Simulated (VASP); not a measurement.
Data:

```xyz
3
Lattice="2.3925 -4.1439 0.0000 2.3925 4.1439 0.0000 0.0000 0.0000 7.1636" Properties=species:S:1:pos:R:3 pbc="T T T"
Pb     0.0000     0.0000     0.0000
I      2.3925     1.3813     1.9210
I      2.3925    -1.3813     5.2426
```

Method: vdW-DF2, VASP's PBE PAW potentials (set 64) (plane waves; VASP). Run with 520 eV cut-off, Gaussian smearing of 0.050 eV, potentials Pb_d I.

Unless said otherwise, spin-orbit coupling is left out, though it shifts the bands of the heavy elements here.

Task: Give the energies of bands 8 to 17 at the high-symmetry points, in eV from the valence-band maximum.

Result: 
| band | Γ | M | K | A | L | H |
|---|---|---|---|---|---|---|
| 8 | -6.92 | -7.27 | -7.33 | -6.83 | -7.29 | -7.32 |
| 9 | -1.06 | -2.23 | -1.88 | -1.41 | -2.65 | -2.32 |
| 10 | -0.70 | -1.82 | -1.88 | -0.83 | -1.38 | -2.32 |
| 11 | -0.70 | -1.59 | -1.71 | -0.83 | -1.23 | -2.05 |
| 12 | -0.65 | -1.20 | -1.19 | -0.47 | -1.07 | -0.42 |
| 13 | -0.65 | -0.47 | -1.19 | -0.47 | -0.82 | -0.42 |
| 14 | -0.39 | -0.23 | -0.61 | 0.00 | -0.41 | -0.07 |
| 15 | 2.37 | 2.72 | 3.88 | 2.08 | 3.06 | 3.18 |
| 16 | 3.13 | 3.44 | 3.88 | 2.98 | 3.58 | 3.18 |
| 17 | 3.13 | 4.27 | 4.08 | 2.98 | 3.78 | 3.79 |

The gap is direct, 2.07 eV, from the valence maximum at A to the conduction minimum at A.

Measured: gap 2.40 eV (computed value off by -0.33 eV), as given by Wikipedia, List of semiconductor materials.

The compound is PbI2 in the 1T layered structure. It was relaxed first, which changed the volume by +13 %.
